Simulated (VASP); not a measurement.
# LuSi2Os2 in VASP: notebook

Runs on LuSi2Os2. Level: PBE. Tasks: single point, molecular dynamics.

Program: VASP 6.6.1. These are calculated values, not measurements. Logs are shortened: lines on timing, memory, paths and dates and some standing lists are left out, and cuts for length are marked.

## Step 1: Starting point

The cell holds a amorphous, 5 atoms: a = 4.038 Å, b = 4.461 Å, c = 5.471 Å, α = 85.25°, β = 74.04°, γ = 100.84°.

The cell was built by a generator and needn't be a form met in nature.

## Step 2: Single point, PBE

Contents of INCAR:

```
ALGO = Normal
EDIFF = 1E-6
ENCUT = 520
GGA = PE
ISIF = 2
ISMEAR = 1
LASPH = True
LCHARG = True
LELF = True
LREAL = False
LVHAR = True
LWAVE = False
NBANDS = 32
NELM = 100
PREC = Accurate
SIGMA = 0.15
```

Contents of KPOINTS:

```
k-points
0
Gamma
  4 3 3
```

Contents of POSCAR:

```
LuSi2Os2
1.0
    4.0068350000     -0.1973380000      0.4637380000
   -0.6852630000      4.3821140000      0.4801760000
    0.8922970000      0.0088410000      5.3977950000
Os Lu Si
2 1 2
Direct
    0.1744531976      0.9580462582      0.5982721839
    0.8424866580      0.9546978308      0.0885535550
    0.1851595425      0.4904672120      0.2488154700
    0.5239292116      0.1990099849      0.8378805228
    0.5972725772      0.6752839659      0.5578842575
```

Potentials or basis: VASP PAW PBE potentials, release 64 (Os, Lu, Si).

The run is started by

```
> cat potpaw_PBE.64/Os/POTCAR potpaw_PBE.64/Lu/POTCAR potpaw_PBE.64/Si/POTCAR > POTCAR
> mpirun -np 1 vasp_std > vasp.out
```

OUTCAR:

```text
EDIFF = 1E-6
   ENCUT = 520
   GGA = PE
   ISIF = 2
   ISMEAR = 1
   LASPH = True
   LREAL = False
   NELM = 100
   PREC = Accurate

 ion  position               nearest neighbor table
   1  0.174  0.958  0.598-   5 2.28   4 2.36   5 2.51   2 2.65   3 2.91   3 2.94   4 3.03   2 3.31

   2  0.842  0.955  0.089-   4 2.44   5 2.60   1 2.65   4 2.68   3 2.86   3 2.90   3 2.91   1 3.31

   3  0.185  0.490  0.249-   5 2.75   5 2.82   4 2.84   2 2.86   2 2.90   2 2.91   1 2.91   1 2.94

   4  0.524  0.199  0.838-   1 2.36   5 2.43   2 2.44   2 2.68   3 2.84   5 2.91   1 3.03
   5  0.597  0.675  0.558-   1 2.28   4 2.43   1 2.51   2 2.60   3 2.75   3 2.82   4 2.91

  LATTYP: Found a triclinic cell.
 ALAT       =     9.5954214066
 B/A-ratio  =     0.5654270184
 C/A-ratio  =     1.1953405458
 COS(alpha) =     0.0051984789
 COS(beta)  =     0.6726843299
 COS(gamma) =     0.7271513688

  Lattice vectors:

 A1 = (   1.7440120000,   8.5580490000,  -3.9737050000)
 A2 = (   3.3215720000,   4.1847760000,   0.9439140000)
 A3 = (  -2.4698570000,   4.3644320000, -10.3154140000)

Analysis of symmetry for initial positions (statically):
=====================================================================
 Subroutine PRICEL returns:
 Original cell was already a primitive cell.

 Routine SETGRP: Setting up the symmetry group for a
 triclinic supercell.

 Subroutine GETGRP returns: Found  1 space group operations
 (whereof  1 operations were pure point group operations)
 out of a pool of  2 trial point group operations.

The static configuration has the point symmetry C_1 .

Analysis of symmetry for dynamics (positions and initial velocities):
=====================================================================
 Subroutine PRICEL returns:
 Original cell was already a primitive cell.

 Routine SETGRP: Setting up the symmetry group for a
 triclinic supercell.

 Subroutine GETGRP returns: Found  1 space group operations
 (whereof  1 operations were pure point group operations)
 out of a pool of  2 trial point group operations.

The dynamic configuration has the point symmetry C_1 .

 Subroutine INISYM returns: Found  1 space group operations
 (whereof  1 operations are pure point group operations),
 and found     1 'primitive' translations
[... 91 lines left out ...]
   LSORBIT =      F    spin-orbit coupling
   LASPH  =      T    aspherical Exc in radial PAW
   ENCUT  =  520.0 eV  38.22 Ry    6.18 a.u.   7.51  8.30 10.17*2*pi/ulx,y,z
   NELM   =    100;   NELMIN=  2; NELMDL= -5     # of ELM steps
   EDIFF  = 0.1E-05   stopping-criterion for ELM
   LREAL  =      F    real-space projection
   EDIFFG = 0.1E-04   stopping-criterion for IOM
   NSW    =      0    number of steps for IOM
   IBRION =     -1    ionic relax: 0-MD 1-quasi-New 2-CG
   NFREE  =      0    steps in history (QN), initial steepest desc. (CG)
   ISIF   =      2    stress and relaxation
   ISYM   =      2    0-nonsym 1-usesym 2-fastsym
   POTIM  = 0.5000    time-step for ionic-motion
   TEBEG  =    0.0;   TEEND  =   0.0 temperature during run
   PSTRESS=    0.0 pullay stress
   NELECT =      49.0000    total number of electrons
   NUPDOWN=      -1.0000    fix difference up-down
   EMIN   =  10.00;   EMAX   =-10.00  energy-range for DOS
   EFERMI =   0.00;   METHOD = LEGACY
   ISMEAR =     1;   SIGMA  =   0.15  broadening in eV -4-tet -1-fermi 0-gaus
   EFERMI_NEDOS =   21; number of points for ismear=-14 and -15
   IALGO  =     38    algorithm
   IMIX   =      4    mixing-type and parameters
     AMIX     =   0.40;   BMIX     =  1.00
     AMIX_MAG =   1.60;   BMIX_MAG =  1.00
  volume/ion in A,a.u.               =      18.43       124.34
  Fermi-wavevector in a.u.,A,eV,Ry     =   1.326400  2.506533 23.937241  1.759338
  Thomas-Fermi vector in A             =   2.455790
   LORBIT       =      0    0 simple, 1 ext, 2 COOP (PROOUT), +10 PAW based schemes
   GGA     = PE    functional components
   LHFCALC =     F    Hartree Fock is set to
   AEXX    =    0.0000 exact exchange contribution
   IVDW    =     0    specifies the selected vdW correction
   LEPSILON=     F    determine dielectric tensor
   LRPA    =     F    only Hartree local field effects (RPA)
 non-spin polarized calculation
 Methfessel and Paxton  Order N= 1 SIGMA  =   0.15
  energy-cutoff  :      520.00
  volume of cell :       92.13
 maximum number of plane-waves:      2494
   NGX = 15   NGY = 17   NGZ = 21

 number of electron      48.9999996 magnetization

 Free energy of the ion-electron system (eV)
  ---------------------------------------------------
  ext. energy  EPLUGINS =         0.00000000
  ---------------------------------------------------
  free energy    TOTEN  =       -36.99558051 eV

  energy without entropy =      -36.99036864  energy(sigma->0) =      -36.99384322

 E-fermi :   5.7885     XC(G=0): -11.5179

 val. band max:        5.7742825370   @ k =   0.0000  -0.0000   0.3333
 cond. band min:       5.7977539753   @ k =  -0.2500  -0.0000   0.3333
 fundamental gap:      0.0234714383
 Fermi energy:         5.7885218051

 k-point     1 :       0.0000    0.0000    0.0000
  band No.  band energies     occupation
      1     -49.7500      2.00000
      2     -20.5625      2.00000
      3     -20.4735      2.00000
      4     -20.3922      2.00000
      5      -5.1226      2.00000
      6      -0.5889      2.00000
[... 654 lines left out ...]
     31      10.1125      0.00000
     32      10.9582      0.00000

------------------------ aborting loop because EDIFF is reached ----------------------------------------

  FORCE on cell =-STRESS in cart. coord.  units (eV):
  Direction    XX          YY          ZZ          XY          YZ          ZX
  --------------------------------------------------------------------------------------
  -------------------------------------------------------------------------------------
  Total       -1.1649626     -0.1793439     -2.9736428     -1.8348331      3.8892219      1.8030555
  in kB      -20.2593621     -3.1188930    -51.7133385    -31.9087899     67.6357784     31.3561591
  external PRESSURE =     -25.0305312 kB  Pullay stress =       0.0000000 kB

 VOLUME and BASIS-vectors are now :
 -----------------------------------------------------------------------------
  energy-cutoff  :      520.00
  volume of cell :       92.13
      direct lattice vectors                 reciprocal lattice vectors
     4.006835000 -0.197338000  0.463738000     0.256699663  0.044799841 -0.042507805
    -0.685263000  4.382114000  0.480176000     0.011606431  0.230266907 -0.002295784
     0.892297000  0.008841000  5.397795000    -0.023086189 -0.024332905  0.189117013

 POSITION                                       TOTAL-FORCE (eV/Angst)
 -----------------------------------------------------------------------------------
      0.57633      4.16913      3.77028        -1.816455      0.668683     -0.342971
      2.80050      4.01812      1.32711         0.539018      0.350849      0.289456
      0.62782      2.11494      1.66443        -0.331880     -0.371877     -1.106777
      2.71056      0.77610      4.86123         0.548574     -1.167129      0.512345
      2.42822      2.84624      3.61258         1.060743      0.519473      0.647947
 -----------------------------------------------------------------------------------
    total drift:                               -0.000898     -0.000354     -0.000389

  FREE ENERGIE OF THE ION-ELECTRON SYSTEM (eV)
  ---------------------------------------------------
  free  energy   TOTEN  =       -36.9955805136 eV

  energy  without entropy=      -36.9903686448  energy(sigma->0) =      -36.99384322
```

OSZICAR:

```text
N       E                     dE             d eps       ncg     rms          rms(c)
DAV:   1     0.294176925641E+03    0.29418E+03   -0.19841E+04  1800   0.412E+03
DAV:   2     0.351415219013E+01   -0.29066E+03   -0.27218E+03  1432   0.658E+02
DAV:   3    -0.351130654998E+02   -0.38627E+02   -0.35923E+02  1624   0.135E+02
DAV:   4    -0.384999746890E+02   -0.33869E+01   -0.33458E+01  1952   0.384E+01
DAV:   5    -0.386185643573E+02   -0.11859E+00   -0.11855E+00  1744   0.640E+00    0.175E+01
DAV:   6    -0.376004004062E+02    0.10182E+01   -0.82145E+00  1920   0.163E+01    0.587E+00
DAV:   7    -0.371409707732E+02    0.45943E+00   -0.26484E+00  2032   0.316E+01    0.547E+00
DAV:   8    -0.370922655144E+02    0.48705E-01   -0.70503E-01  1792   0.692E+00    0.309E+00
DAV:   9    -0.369955718573E+02    0.96694E-01   -0.21145E-01  1920   0.476E+00    0.932E-01
DAV:  10    -0.369956926119E+02   -0.12075E-03   -0.37282E-02  1480   0.107E+00    0.334E-01
DAV:  11    -0.369955881907E+02    0.10442E-03   -0.33991E-03  1976   0.508E-01    0.189E-01
DAV:  12    -0.369955877977E+02    0.39297E-06   -0.52844E-04  1672   0.185E-01    0.517E-02
DAV:  13    -0.369955802995E+02    0.74982E-05   -0.83980E-05  1928   0.720E-02    0.165E-02
DAV:  14    -0.369955808459E+02   -0.54631E-06   -0.10175E-05  1536   0.212E-02    0.510E-03
DAV:  15    -0.369955805136E+02    0.33223E-06   -0.84435E-07  1056   0.735E-03
   1 F= -.36995581E+02 E0= -.36993843E+02  d E =-.521187E-02
```

stdout:

```text
POSCAR found type information on POSCAR OsLuSi
 POSCAR found :  3 types and       5 ions
 scaLAPACK will be used
 LDA part: xc-table for (Slater+PW92), standard interpolation
 POSCAR, INCAR and KPOINTS ok, starting setup
 FFT: planning ... GRIDC
 FFT: planning ... GRID_SOFT
 FFT: planning ... GRID
 WAVECAR not read
 entering main loop
```

It took 45 s on 1 thread of Intel Xeon 6975P-C (Granite Rapids), shared host; peak memory 0.24 GiB.

Results:

```
Free energy            : -36.9956 eV
Pressure               : -2.5 GPa
Largest force          : 1.966 eV/Å
Band gap on the k mesh : none (metal or under the smearing width)
```

Forces on the atoms (eV/Å):
```
Os  -1.816  0.669 -0.343
Os   0.539  0.351  0.289
Lu  -0.332 -0.372 -1.107
Si   0.549 -1.167  0.512
Si   1.061  0.519  0.648
```

Stress tensor (GPa, compression positive):
```
-2.03 -3.19  3.14
-3.19 -0.31  6.76
 3.14  6.76 -5.17
```

Caveat: the k mesh is coarse (spacing up to 0.48 Å⁻¹), so the values aren't converged. The run has no spin-orbit coupling, so splittings on Lu, Os are missing.

## Step 3: Single point, PBE

Contents of INCAR:

```
PREC = Accurate
ENCUT = 520
EDIFF = 1E-6
ISMEAR = 1
SIGMA = 0.15
LREAL = F
LASPH = T
NELM = 100
ALGO = Normal
ISIF = 2
LWAVE = F
LCHARG = F
GGA = PE
NBANDS = 32
```

Contents of KPOINTS:

```
Automatic mesh
0
Gamma
  4 3 3
```

Contents of POSCAR:

```
LuSi2Os2
1.0
    4.0068350000     -0.1973380000      0.4637380000
   -0.6852630000      4.3821140000      0.4801760000
    0.8922970000      0.0088410000      5.3977950000
Os Lu Si
2 1 2
Direct
    0.1738482009      0.9646536171      0.5961696337
    0.8433658536      0.9565199673      0.0896494354
    0.1780360853      0.4887298334      0.2456102104
    0.5289075104      0.1334981836      0.8387389416
    0.6149679975      0.7156202263      0.5677120589
```

Potentials or basis: VASP PAW PBE potentials, release 64 (Os, Lu, Si).

The run is started by

```
> cat potpaw_PBE.64/Os/POTCAR potpaw_PBE.64/Lu/POTCAR potpaw_PBE.64/Si/POTCAR > POTCAR
> mpirun -np 1 vasp_std > vasp.out
```

Run time: 40 s. Hardware: 1 thread of Intel Xeon 6975P-C (Granite Rapids), shared host; peak memory 0.23 GiB.

It converged, with:

```yaml
Free_energy: -37.1883 eV
Pressure: 1.8 GPa
Largest_force: 2.486 eV/Å
Band_gap_on_the_k_mesh: none (metal or under the smearing width)
```

Forces in eV/Å, atoms in the order of the input:
```
Os  -1.841  0.979 -1.353
Os   0.923 -0.133  1.457
Lu   0.216 -0.052 -0.478
Si  -0.106  0.382  0.870
Si   0.808 -1.176 -0.496
```

Stress tensor (GPa, compression positive):
```
 3.22 -4.21  5.73
-4.21  2.49  6.42
 5.73  6.42 -0.42
```

Levels at points of the mesh, in eV from the Fermi level:
| k point | band 22 | band 23 | band 24 | band 25 | band 26 | band 27 |
| --- | --- | --- | --- | --- | --- | --- |
| (0.00, 0.00, 0.00) | -1.30 | -0.80 | -0.21 | 0.26 | 0.81 | 1.59 |
| (0.50, 0.00, 0.00) | -1.80 | -1.53 | -1.34 | -0.53 | 0.46 | 1.55 |

Caveat: the k mesh is coarse (spacing up to 0.48 Å⁻¹), so the values aren't converged. Spin-orbit coupling is left out, which matters for the levels of Lu, Os.

(Part 1 of 2 ends here.)
